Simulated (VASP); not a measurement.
WC (wc) is relaxed at rising pressure, each step from the one before. Symmetry mostly holds the structure type, and other phases were not tried. The mesh follows the cell, and a change of mesh leaves a small step in the series.

Here is the system:

```yaml
crystal:
  lattice:
    - [1.44477, -2.50242, 0.00000]
    - [1.44477, 2.50242, 0.00000]
    - [0.00000, 0.00000, 2.81905]
  atoms:
    - { symbol: W, position: [0.00000, 0.00000, 0.00000] }
    - { symbol: C, position: [0.33333, 0.66667, 0.50000] }
```

These are LDA (Ceperley-Alder, Perdew-Zunger), VASP's LDA PAW potentials (set 64) (plane waves; VASP) values and carry that method's errors. Run with 620 eV cut-off, 14×14×13 Γ-centred mesh, first-order Methfessel-Paxton smearing of 0.10 eV, potentials W_sv C.

Unless said otherwise, spin-orbit coupling is left out, though it shifts the bands of the heavy elements here.

```
P (GPa)  V (Å³/atom)  H − H(0) (eV/atom)  space group  gap on the mesh (eV)    k-mesh
-------  -----------  ------------------  -----------  --------------------  --------
0              10.19               0.000        P-6m2                  0.00  14×14×13
5              10.07               0.316        P-6m2                  0.00  15×15×13
10              9.96               0.628        P-6m2                  0.00  15×15×13
20              9.75               1.244        P-6m2                  0.00  15×15×13
30              9.57               1.847        P-6m2                  0.00  15×15×13
45              9.32               2.731        P-6m2                  0.00  15×15×13
```

Pressures at which the relaxation failed are left out.

The compound is WC in the wc structure.
